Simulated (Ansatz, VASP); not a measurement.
## In2S: VASP beside Ansatz

Aim: how closely do two programs agree when they are given the same cell, functional and k mesh? The cell is generated by rule, not measured, and may not be a known phase. The cell is taken from a series of runs on this material, whose earlier steps may have relaxed, scaled, displaced or heated it; both programs get it as it stands.

Method: plane waves, with VASP 6.6.1 beside it; single point at PBEsol, in Ansatz 0.2.0.

The structure was built from a prototype and need not be the compound's stable phase.

### 1. The structure

The structure is orthorhombic, space group Pccm (No. 49). Conventional cell: a = 6.290 Å, b = 8.895 Å, c = 8.895 Å, α = 90.00°, β = 90.00°, γ = 90.00°. Nearest to S lie 4 In at 2.55 to 2.91 Å. In has 2 S at 2.91 Å nearest. Nearest to In lie 2 S at 2.55 Å. In has 2 S at 2.74 Å nearest. Farther neighbours and most contacts between anions are not listed.

Coordinates:

```cif
data_structure
_symmetry_space_group_name_H-M 'Pccm'
_symmetry_Int_Tables_number 49
_cell_length_a 6.2898
_cell_length_b 8.8951
_cell_length_c 8.8951
_cell_angle_alpha 90.000
_cell_angle_beta 90.000
_cell_angle_gamma 90.000
_cell_volume 497.67
loop_
_atom_site_label
_atom_site_type_symbol
_atom_site_symmetry_multiplicity
_atom_site_Wyckoff_symbol
_atom_site_fract_x
_atom_site_fract_y
_atom_site_fract_z
_atom_site_occupancy
S1 S 4 q 0.25000 0.27473 0.00000 1
In1 In 2 d 0.50000 0.00000 0.50000 1
In2 In 2 b 0.50000 0.50000 0.00000 1
In3 In 4 k 0.00000 0.24572 0.25000 1
```

### 2. Ansatz: single point, PBEsol, pair 1

Ansatz runs on its default PAW (the set named soft_2) files.

With cell and atoms fixed, the geometry can't cause a difference; cores, projectors, grids and the points listed under the comparison can.

File input.yaml:

```yaml
crystal:
  lattice:
    - [-6.2898146533, 0.0, 0.0]
    - [0.0, -6.2898146533, -6.2898146533]
    - [0.0, -6.2898146533, 6.2898146533]
  atoms:
    - { symbol: S, position: [0.0, -0.0247326035, 0.0] }
    - { symbol: S, position: [0.0, 0.5247326035, 0.5] }
    - { symbol: S, position: [0.5, -0.0247326035, 0.5] }
    - { symbol: S, position: [0.5, 0.5247326035, 0.0] }
    - { symbol: In, position: [0.75, 0.25, 0.5] }
    - { symbol: In, position: [0.75, 0.75, 0.0] }
    - { symbol: In, position: [0.25, 1.0042826613, 0.25] }
    - { symbol: In, position: [0.25, 0.4957173387, 0.75] }
    - { symbol: In, position: [0.25, 1.0042826613, 0.75] }
    - { symbol: In, position: [0.25, 0.4957173387, 0.25] }
    - { symbol: In, position: [0.75, 0.75, 0.5] }
    - { symbol: In, position: [0.75, 0.25, 0.0] }
kpoints:
  mp_grid: { grid: [6, 4, 4] }
hamiltonian:
  xc: pbesol
scf:
  occupations: { method: methfessel_paxton, width: 0.2 }
output:
  forces: true
  stress: true
  eigenvalues: true
```

Started as:

```bash
ansatz run input.yaml --threads 8 --pin off --max-ram 14336MiB --backend cpu --events-out ev --progress --plain --runs-dir out
```

Numbers of over 12 decimals in the logs are rounded to 6 here.

Output:

```text
Engine: ansatz 0.2.0, aarch64-unknown-linux-gnu
Pseudopotentials: kind: paw
Pseudopotential: S, paw, valence charge 6, recommended cutoff 420 eV (normal), S.paw.azcp
Pseudopotential: In, paw, valence charge 13, recommended cutoff 420 eV (normal), In.paw.azcp
Functional definition: PBEsol
  exchange = pbesol_x
  correlation = pbesol_c
Crystal: 12 atoms, lattice volume = 497.672 Å³
Basis set: ecut = 420 eV, 9757 PW (Γ), exchange–correlation on 90×120×120 points (8 copies of the dense FFT grid, shifted against one another)
Bands: 77, of which v1, the nominal top of the filled ones, is band 64 counted from 1 (63 counted from 0)
Symmetry: 8 space group operations
Space group: Pccm (ITA 49), of the structure as read, at distance tolerance 7.9e-5 Å
k-points: 36 of 96
Non-local potential: S, projectors of the file, l = 0: 2, l = 1: 2, l = 2: 2
Non-local potential: In, projectors of the file, l = 0: 2, l = 1: 2, l = 2: 2, l = 3: 2
PAW form: soft (Blöchl's): semilocal exchange-correlation on the pseudo side does not see the compensation charge
PAW frozen core: S, regenerated for the run's functional, and the local potential with it (the file was generated under x = pbe(κ = 0.804, μ = 0.219515), c = pbe(β = 0.066725))
PAW frozen core: In, regenerated for the run's functional, and the local potential with it (the file was generated under x = pbe(κ = 0.804, μ = 0.219515), c = pbe(β = 0.066725))
PAW one-centre angular grid: S, 110 points (default); XC on 64 Gauss nodes
PAW one-centre angular grid: In, 590 points (default); XC on 64 Gauss nodes
Initial density: superposition of atomic densities (neutral atoms: chi_scale 0, normalization atom), corrected by the library's trained network
Initial wavefunctions: pseudopotential atomic-orbital guess
Functional: x = pbesol(κ = 0.804, μ = 0.123457), c = pbesol(β = 0.046)
SCF iter   1: F=—  HF=-47737.449213 eV  |F-HF|=—  |Δ(HF+E_count)|=         —  Δρ=3.91e-3  dr2=1.30e-1  ethr=1.77e-3  ⟨swp⟩=6.1  Hψ=9491  notcnv=0
preconditioner: auto → LDOS  [metal: Δε(μ)=0.005 eV  Ē_g=12.427 eV  σ=0.200 eV  W_gap=0.02  n_scr=80 (ndim 8)  ℏωp=18.8 eV  f_vac=0.042  D(μ)=15.03/eV (n_scr^D=104)  β→1.0]
SCF iter   2: F=—  HF=-47737.446653 eV  |F-HF|=—  |Δ(HF+E_count)|=   2.56e-3  S|Δr|=    0.00e0  Δρ=2.39e-3  dr2=3.65e-2  ethr=1.02e-4  ⟨swp⟩=2.0  Hψ=5525  notcnv=0  defer=1
SCF iter   3: F=—  HF=-47737.438804 eV  |F-HF|=—  |Δ(HF+E_count)|=   7.85e-3  S|Δr|=    0.00e0  Δρ=8.80e-4  dr2=1.04e-2  ethr=2.85e-5  ⟨swp⟩=2.0  Hψ=5012  notcnv=0  defer=1
SCF iter   4: F=—  HF=-47737.437987 eV  |F-HF|=—  |Δ(HF+E_count)|=   8.17e-4  S|Δr|=    0.00e0  Δρ=3.90e-4  dr2=1.48e-3  ethr=8.10e-6  ⟨swp⟩=2.1  Hψ=4408  notcnv=0  defer=1
SCF iter   5: F=—  HF=-47737.437848 eV  |F-HF|=—  |Δ(HF+E_count)|=   1.39e-4  S|Δr|=    0.00e0  Δρ=1.68e-4  dr2=5.36e-4  ethr=1.16e-6  ⟨swp⟩=2.1  Hψ=4695  notcnv=0  defer=1
SCF iter   6: F=—  HF=-47737.437771 eV  |F-HF|=—  |Δ(HF+E_count)|=   7.78e-5  S|Δr|=    0.00e0  Δρ=6.82e-5  dr2=6.01e-5  ethr=4.19e-7  ⟨swp⟩=2.3  Hψ=3823  notcnv=0  defer=1
SCF iter   7: F=—  HF=-47737.437665 eV  |F-HF|=—  |Δ(HF+E_count)|=   1.05e-4  S|Δr|=    0.00e0  Δρ=2.12e-5  dr2=3.97e-6  ethr=4.70e-8  ⟨swp⟩=2.0  Hψ=3379  notcnv=0  defer=1
SCF iter   8: F=—  HF=-47737.437666 eV  |F-HF|=—  |Δ(HF+E_count)|=   3.13e-7  S|Δr|=    0.00e0  Δρ=8.95e-6  dr2=7.88e-7  ethr=3.10e-9  ⟨swp⟩=2.0  Hψ=4328  notcnv=0  defer=1
SCF iter   9: F=—  HF=-47737.437666 eV  |F-HF|=—  |Δ(HF+E_count)|=   9.22e-8  S|Δr|=    0.00e0  Δρ=4.27e-6  dr2=1.90e-7  ethr=6.16e-10  ⟨swp⟩=2.0  Hψ=4476  notcnv=0  defer=1
SCF iter  10: F=-47737.437666 eV  HF=-47737.437666 eV  |F-HF|=1.10e-8  |Δ(HF+E_count)|=   3.04e-8  S|Δr|=    0.00e0  Δρ=1.25e-6  dr2=1.85e-8  ethr=7.81e-11  ⟨swp⟩=10.7  Hψ=11301  notcnv=0
SCF 1 converged in 10 iterations: F = -47737.437666 eV  dr2 = 1.85e-8
  greatest PAW one-centre occupation: 0.984 electrons in one spin orbital (limit 2), on the In atom at site 4 (counted from 0), in its partial waves of l = 2
SCF converged after 10 iterations
Stability not checked: this state was not tested for a lower state beside it, because cold or Methfessel-Paxton smearing, or corrected tetrahedra, fill the levels in a way that the test cannot read (fill_not_monotonic; see scf.lower_state_search)
Free energy (F): -47737.437666 eV
Harris-Foulkes:  -47737.437666 eV  (|F-HF|=1.10e-8)
Internal energy: -47737.407451 eV  (E = F + TS)
E sigma→0 (E₀):  -47737.430112 eV
Entropy (-TS):   -0.030215 eV (-2.518 meV/atom)
Fermi energy:    3.808780 eV
Step filling:    the computed levels leave a gap of 0.0005 eV = 0.0 smearing widths at the electron count; against every level under it full and every level over it empty, smearing changes F+E_penalty+E_count by -13.844 meV and its σ→0 estimate by -6.290 meV
--- Per-component energies (eV) ---
  E_band       = -906.524670
  E_kinetic    = 2335.322510
  E_local      = -12843.951385  (includes V_loc(G=0)·N_el)
  E_nonlocal   = 3056.257401
  E_hartree    = 5034.056183
  E_xc         = -2085.224341
  E_vxc        = -1135.317550  (∫ρ·V_xc dr)
  E_paw        = -34974.825843  (= ΣΔE_a)
  E_vpaw       = -2386.946963  (= ΣTr[D̂ρ^β])
  E_aug_tail   = 0.000207  (compensation charges beyond the density's cutoff)
  E_ewald      = -8261.177200
  E_core_change = 2.135017  (= ΣΔE_core)
  E_smearing   = -0.030215  (= −TS)
  E_closure    = -0.000000  (closes the sum)
  Σ components = -47737.437666   (vs F -47737.437666, Δ=0.00e0)
--- Forces (eV/Å), atoms counted from 1 ---
  atom   1  S      0.17889919     0.29971814     0.29971814
  atom   2  S      0.17889919    -0.29971814    -0.29971814
  atom   3  S     -0.17889919     0.29971814     0.29971814
  atom   4  S     -0.17889919    -0.29971814    -0.29971814
  atom   5  In    -0.00000000     0.00000000    -0.00000000
  atom   6  In     0.00000000     0.00000000     0.00000000
  atom   7  In     0.00000000    -0.33068007    -0.33068007
  atom   8  In     0.00000000     0.33068007     0.33068007
  atom   9  In     0.00000000    -0.33068007    -0.33068007
  atom  10  In     0.00000000     0.33068007     0.33068007
  atom  11  In     0.00000000     0.00000000    -0.00000000
  atom  12  In     0.00000000     0.00000000     0.00000000
  max |Σ_I F_I| component: 5.55e-17 eV/Å
--- Stress (GPa, compression-positive) ---
       -0.425422      -0.000000       0.000000
       -0.000000      -0.451548      -0.155590
        0.000000      -0.155590      -0.451548
  P = ⅓ Tr σ = -0.4428 GPa (-4.428 kbar)
--- Band table (eV; the first three rows and the last of 36) ---
  k-point 0: bands = [... 60 lower, 2.8773, 3.1048, 3.4856, 3.7195, 3.8035, 4.1644, 4.5779, 4.6494, ... 9 higher]
  k-point 1: bands = [... 60 lower, 2.9155, 3.2525, 3.4917, 3.5762, 3.7926, 4.0413, 4.3856, 4.5401, ... 9 higher]
  k-point 2: bands = [... 60 lower, 2.9853, 2.9853, 3.7624, 3.7624, 3.8179, 3.8179, 3.9966, 3.9966, ... 9 higher]
  k-point 35: bands = [... 60 lower, 2.8582, 2.8582, 3.5960, 3.5960, 4.4224, 4.4224, 4.7444, 4.7444, ... 9 higher]
```

The run ends at a pressure of -0.44 GPa, with forces up to 0.47 eV/Å.

### 3. VASP: single point, PBEsol, pair 1

The same cell, functional, mesh and smearing now go to VASP, with its own data sets.

Lines of VASP's logs that name or quote its potential files are left out, and so is its time.

File INCAR:

```
SYSTEM = In2S
PREC = Accurate
ENCUT = 500
EDIFF = 1E-06
NELM = 120
ISMEAR = 1
SIGMA = 0.2
LREAL = .FALSE.
ALGO = Normal
GGA = PS
NBANDS = 79
LORBIT = 11
LWAVE = .FALSE.
LCHARG = .FALSE.
ISIF = 2
LASPH = .TRUE.
GGA_COMPAT = .FALSE.
KPAR = 2
```

File POSCAR:

```
In2S
1.0
   -6.2898146533      0.0000000000      0.0000000000
    0.0000000000     -6.2898146533     -6.2898146533
    0.0000000000     -6.2898146533      6.2898146533
S In
4 8
Direct
    1.0000000000      0.9752673965      1.0000000000
    1.0000000000      0.5247326035      0.5000000000
    0.5000000000      0.9752673965      0.5000000000
    0.5000000000      0.5247326035      1.0000000000
    0.7500000000      0.2500000000      0.5000000000
    0.7500000000      0.7500000000      1.0000000000
    0.2500000000      0.0042826613      0.2500000000
    0.2500000000      0.4957173387      0.7500000000
    0.2500000000      0.0042826613      0.7500000000
    0.2500000000      0.4957173387      0.2500000000
    0.7500000000      0.7500000000      0.5000000000
    0.7500000000      0.2500000000      1.0000000000
```

File KPOINTS:

```
Automatic mesh
0
Gamma
6 4 4
0 0 0
```

The projector-augmented-wave data sets are S and In_d (PBE family, release 64).

Started as:

```bash
mpirun -np 2 vasp_std
```

Output:

```text
[banner, memory and clock lines left out]
running    2 mpi-ranks, on    1 nodes
 distrk:  each k-point on    1 cores,    2 groups
 distr:  one band on    1 cores,    1 groups

 POSCAR found type information on POSCAR S In
 POSCAR found :  2 types and      12 ions
|                                                                             |
|               ----> ADVICE to this user running VASP <----                  |
|                                                                             |
|     You enforced a specific xc type in the INCAR file but a different       |
|     [... a line on the potential file left out ...]
|     I HOPE YOU KNOW WHAT YOU ARE DOING!                                     |
|                                                                             |

 LDA part: xc-table for (Slater+PW92), standard interpolation
 POSCAR, INCAR and KPOINTS ok, starting setup
 FFT: planning ... GRIDC
 FFT: planning ... GRID_SOFT
 FFT: planning ... GRID
 WAVECAR not read
 entering main loop
       N       E                     dE             d eps       ncg     rms          rms(c)
DAV:   1     0.127960434327E+04    0.12796E+04   -0.54464E+04  5688   0.167E+03
DAV:   2     0.162565444939E+03   -0.11170E+04   -0.10860E+04  5712   0.447E+02
DAV:   3    -0.193632695908E+02   -0.18193E+03   -0.17251E+03  6744   0.196E+02
DAV:   4    -0.390384986656E+02   -0.19675E+02   -0.18622E+02  6874   0.575E+01
DAV:   5    -0.399583657799E+02   -0.91987E+00   -0.91527E+00  6712   0.120E+01    0.179E+01
DAV:   6    -0.358962970524E+02    0.40621E+01   -0.87219E+00  8053   0.169E+01    0.105E+01
DAV:   7    -0.360108086343E+02   -0.11451E+00   -0.29743E+00  7256   0.730E+00    0.403E+00
DAV:   8    -0.359754144185E+02    0.35394E-01   -0.30367E-01  7539   0.258E+00    0.209E+00
DAV:   9    -0.359630368402E+02    0.12378E-01   -0.28742E-02  7544   0.946E-01    0.889E-01
DAV:  10    -0.359613553727E+02    0.16815E-02   -0.97690E-03  7409   0.599E-01    0.223E-01
DAV:  11    -0.359612563710E+02    0.99002E-04   -0.26622E-03  8168   0.297E-01    0.132E-01
DAV:  12    -0.359612458519E+02    0.10519E-04   -0.42569E-04  7965   0.134E-01    0.451E-02
DAV:  13    -0.359612669228E+02   -0.21071E-04   -0.15851E-04  7994   0.497E-02    0.286E-02
DAV:  14    -0.359612714341E+02   -0.45112E-05   -0.30677E-05  6562   0.217E-02    0.139E-02
DAV:  15    -0.359612688146E+02    0.26194E-05   -0.56174E-06  4930   0.106E-02    0.398E-03
DAV:  16    -0.359612687223E+02    0.92261E-07   -0.10967E-06  3905   0.449E-03
   1 F= -.35961269E+02 E0= -.35951153E+02  d E =-.303474E-01
```

Parts of OUTCAR (step 3):

```text
ion  position               nearest neighbor table
   1  0.000  0.975  0.000-   6 2.55   7 2.74   9 2.74  12 2.91
   2  0.000  0.525  0.500-  11 2.55  10 2.74   8 2.74   5 2.91
   3  0.500  0.975  0.500-  11 2.55   9 2.74   7 2.74   5 2.91
   4  0.500  0.525  0.000-   6 2.55   8 2.74  10 2.74  12 2.91
   5  0.750  0.250  0.500-   2 2.91   3 2.91
   6  0.750  0.750  0.000-   1 2.55   4 2.55
   7  0.250  0.004  0.250-   1 2.74   3 2.74
   8  0.250  0.496  0.750-   2 2.74   4 2.74
   9  0.250  0.004  0.750-   1 2.74   3 2.74
  10  0.250  0.496  0.250-   2 2.74   4 2.74
  11  0.750  0.750  0.500-   2 2.55   3 2.55
  12  0.750  0.250  0.000-   1 2.91   4 2.91

  LATTYP: Found a simple tetragonal cell.
 ALAT       =     8.8951411875
 C/A-ratio  =     0.7071067812

 Subroutine GETGRP returns: Found  8 space group operations
 (whereof  2 operations were pure point group operations)

The static configuration has the point symmetry C_1h.
 The point group associated with its full space group is D_2h.

 Found     36 irreducible k-points:

   k-points           NKPTS =     36   k-points in BZ     NKDIM =     36   number of bands    NBANDS=     79

   dimension x,y,z NGX =    48 NGY =   70 NGZ =   70
   dimension x,y,z NGXF=    96 NGYF=  140 NGZF=  140

   ENCUT  =  500.0 eV  36.75 Ry    6.06 a.u.  11.47 16.22 16.22*2*pi/ulx,y,z

   NELECT =     128.0000    total number of electrons

 k-points in reciprocal lattice and weights: Automatic mesh
   0.00000000  0.00000000  0.00000000       0.010
   0.16666667  0.00000000  0.00000000       0.021
   0.33333333  0.00000000  0.00000000       0.021
   0.50000000  0.00000000  0.00000000       0.010
   0.00000000  0.25000000  0.00000000       0.021
   0.00000000  0.00000000  0.25000000       0.021
   0.16666667  0.25000000  0.00000000       0.042
   0.16666667  0.00000000  0.25000000       0.042
   0.33333333  0.25000000  0.00000000       0.042
[...]
0.33333333  0.50000000  0.50000000       0.021
   0.50000000  0.50000000  0.50000000       0.010

 average (electrostatic) potential at core
       1 -89.1183       2 -89.1183       3 -89.1183       4 -89.1183       5 -98.6405
       6 -98.8778       7 -98.6373       8 -98.6373       9 -98.6373      10 -98.6373
      11 -98.8778      12 -98.6405

 E-fermi :   2.4564

 k-point     1 :       0.0000    0.0000    0.0000
  band No.  band energies     occupation
    ...
     61       1.5251      2.00000
     62       1.7516      2.00001
     63       2.1310      2.04362
     64       2.3678      1.67478
     65       2.4522      1.03565
     66       2.8115     -0.03080
     67       3.2266     -0.00000
     68       3.2955     -0.00000
     69       4.0627     -0.00000
     70       4.2237     -0.00000
    ...

 k-point     2 :       0.1667    0.0000    0.0000
  band No.  band energies     occupation
    ...
     61       1.5171      2.00000
     62       2.0052      2.00641
     63       2.1835      2.06595
     64       2.2458      2.05963
     65       2.4111      1.37276
     66       2.6489     -0.04153
     67       3.0802     -0.00009
     68       3.1437     -0.00001
     69       3.4903     -0.00000
     70       4.1352     -0.00000
    ...

 k-point     3 :       0.3333    0.0000    0.0000
  band No.  band energies     occupation
    ...
     61       1.7626      2.00001
     62       2.0450      2.01324
     63       2.3226      1.89746
     64       2.3551      1.74723
     65       2.4916      0.70713
     66       2.5952      0.08460
     67       2.8711     -0.01253
     68       2.8961     -0.00800
     69       2.9358     -0.00363
     70       3.4074     -0.00000
    ...

  Total       -1.3808015     -1.4661529     -1.4661529      0.0000000     -0.5266429      0.0000000
  in kB       -4.4452715     -4.7200470     -4.7200470      0.0000000     -1.6954432      0.0000000
  external PRESSURE =      -4.6284552 kB  Pullay stress =       0.0000000 kB

  energy-cutoff  :      500.00
  volume of cell :      497.67
      direct lattice vectors                 reciprocal lattice vectors
    -6.289814653  0.000000000  0.000000000    -0.158987197  0.000000000  0.000000000
     0.000000000 -6.289814653 -6.289814653     0.000000000 -0.079493598 -0.079493598
     0.000000000 -6.289814653  6.289814653     0.000000000 -0.079493598  0.079493598

 POSITION                                       TOTAL-FORCE (eV/Angst)
 -----------------------------------------------------------------------------------
      0.00000     -6.13425     -6.13425         0.186445      0.303241      0.303241
      0.00000     -6.44538     -0.15556         0.186445     -0.303241     -0.303241
     -3.14491     -9.27916     -2.98934        -0.186445      0.303241      0.303241
     -3.14491     -3.30047     -3.30047        -0.186445     -0.303241     -0.303241
     -4.71736     -4.71736      1.57245        -0.000000      0.000000      0.000000
     -4.71736     -4.71736     -4.71736        -0.000000     -0.000000     -0.000000
     -1.57245     -1.59939      1.54552        -0.000000     -0.329543     -0.329543
     -1.57245     -7.83533      1.59939        -0.000000      0.329543      0.329543
     -1.57245     -4.74430      4.69042        -0.000000     -0.329543     -0.329543
     -1.57245     -4.69042     -1.54552        -0.000000      0.329543      0.329543
     -4.71736     -7.86227     -1.57245        -0.000000      0.000000     -0.000000
     -4.71736     -1.57245     -1.57245        -0.000000      0.000000      0.000000
 -----------------------------------------------------------------------------------
    total drift:                               -0.000000      0.000000      0.000000

  FREE ENERGIE OF THE ION-ELECTRON SYSTEM (eV)
  ---------------------------------------------------
  free  energy   TOTEN  =       -35.9612687223 eV

  energy  without entropy=      -35.9309213662  energy(sigma->0) =      -35.95115294

 total charge
# of ion       s       p       d       tot
------------------------------------------
    1        1.374   2.275   0.000   3.649
    2        1.374   2.275   0.000   3.649
    3        1.374   2.275   0.000   3.649
    4        1.374   2.275   0.000   3.649
    5        1.131   0.236   9.849  11.216
    6        1.018   0.394   9.871  11.283
    7        1.105   0.284   9.857  11.246
    8        1.105   0.284   9.857  11.246
    9        1.105   0.284   9.857  11.246
   10        1.105   0.284   9.857  11.246
   11        1.018   0.394   9.871  11.283
   12        1.131   0.236   9.849  11.216
--------------------------------------------------
tot         14.211  11.500  78.869 104.580

[... 3 further parts left out ...]
```

The run ends at a pressure of -0.46 GPa, with forces up to 0.47 eV/Å.

### 4. Differences

Known differences besides the potentials themselves: the cutoff is 420 eV in Ansatz and 500 eV in VASP; Ansatz makes its cores anew for this functional, VASP keeps those of its PBE data sets. Total energies have different zeros and are not compared.

The two programs side by side:

```csv
quantity,Ansatz,VASP,difference
pressure (GPa),-0.44,-0.46,+0.02
```

Forces on 8 of the 12 atoms, those with the largest forces and the largest differences (eV/Å; atoms numbered as in POSCAR):

```csv
atom,"Ansatz x, y, z","VASP x, y, z"
S1,"0.179, 0.300, 0.300","0.186, 0.303, 0.303"
S2,"0.179, -0.300, -0.300","0.186, -0.303, -0.303"
S3,"-0.179, 0.300, 0.300","-0.186, 0.303, 0.303"
S4,"-0.179, -0.300, -0.300","-0.186, -0.303, -0.303"
In7,"0.000, -0.331, -0.331","0.000, -0.330, -0.330"
In8,"0.000, 0.331, 0.331","0.000, 0.330, 0.330"
In9,"0.000, -0.331, -0.331","0.000, -0.330, -0.330"
In10,"0.000, 0.331, 0.331","0.000, 0.330, 0.330"
```

The forces differ by 3.1 meV/Å r.m.s., which is 1.4 % of the r.m.s. force of 0.220 eV/Å (both taken over all components).

[end of part 1 of 2]

[Lines on the potential files, build, host, timing and source positions are cut from VASP's logs without a mark.]

[Logs are printed without paths, hosts, clocks, repeated set-up lines and the standing remarks that a program may print on its own settings, such as how far it seeks lower states.]

[Hosts, paths, dates, database ids (printed as entryN), source tags and the programs' standing remarks are cut or masked in the printed files.]
